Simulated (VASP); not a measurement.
Here is the system:

```xyz
3
Lattice="1.5277 -2.6027 0.0000 1.5277 2.6027 0.0000 0.0000 0.0000 3.1790" Properties=species:S:1:pos:R:3 pbc="T T T"
Ti     0.0000     0.0000     0.0000
B      1.5277     0.8676     1.5895
B      1.5853    -0.8676     1.5895
```

Calculation: PBE GGA + U (Dudarev), VASP's PBE PAW potentials (set 64) (plane waves; VASP 6.6.1). Run with 520 eV cut-off, 10×10×9 Γ-centred mesh, first-order Methfessel-Paxton smearing of 0.10 eV, potentials Ti_sv B, U − J: Ti 4.00 eV.

What does the run give for the energy per atom (σ→0), pressure, largest force, band gap (on the k-mesh) with the smallest direct gap where there is one?

The band gap (on the k-mesh) is none (metal, semimetal or under 0.01 eV), the energy per atom (σ→0) is -680.7 kJ/mol of atoms and the pressure comes out as 12.70 GPa. The largest force is 0.02093 Ha/bohr.

Only differences to runs with the same potentials and settings are physical.

The compound is TiB2 in the AlB2 type structure. The cell was not relaxed at this level, atoms are displaced from their ideal sites. The run is one of a series of settings (LDAU = .TRUE., LDAUJ = 0 0, LDAUL = 2 -1, LDAUTYPE = 2, LDAUU = 4.0 0 against the base run), some of them coarse on purpose.
